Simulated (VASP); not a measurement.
Computed with optB88-vdW, VASP's PBE PAW potentials (set 64) (plane waves; VASP).

The input files of a VASP run:

File POSCAR:
```
LiF
1
    0.0000000000     1.9902877371     1.9902877371
    1.9902877371     0.0000000000     1.9902877371
    1.9902877371     1.9902877371     0.0000000000
Li F
1 1
Direct
  0.0000000000   0.0000000000   0.0000000000
  0.5000000000   0.5000000000   0.5000000000
```

**INCAR**
```
LUSE_VDW=.TRUE.
NELM=100   # most electronic steps
PARAM2=0.22
LREAL=.FALSE.
LASPH=.TRUE.
ENCUT=520
ISMEAR=0   # Gaussian
ALGO=Normal
PARAM1=0.1833333333
AGGAC=0.0
EDIFF=1E-7
SYSTEM=LiF
SIGMA=0.05
LWAVE=.FALSE.
GGA=BO
ISIF=2   # forces and stress, cell fixed
LCHARG=.FALSE.
PREC=Accurate
```

**KPOINTS**
```
Automatic mesh
0
Gamma
11 11 11
0 0 0
```

POTCAR, in this order: Li_sv F (PBE.64 set). Program: vasp_std.

### Question
What will the output report for the number of irreducible k-points (NKPTS), largest plane-wave count, number of space-group operations, FFT grid (NGX, NGY, NGZ)?

### Answer

| Quantity | Result |
|---|---|
| number of irreducible k-points (NKPTS) | 56 |
| largest plane-wave count | 440 |
| number of space-group operations | 48 |
| FFT grid (NGX, NGY, NGZ) | 24 × 24 × 24 |

The compound is LiF in the rock salt structure. This cell is one point of a volume scan, at 0.97 of the reference volume.
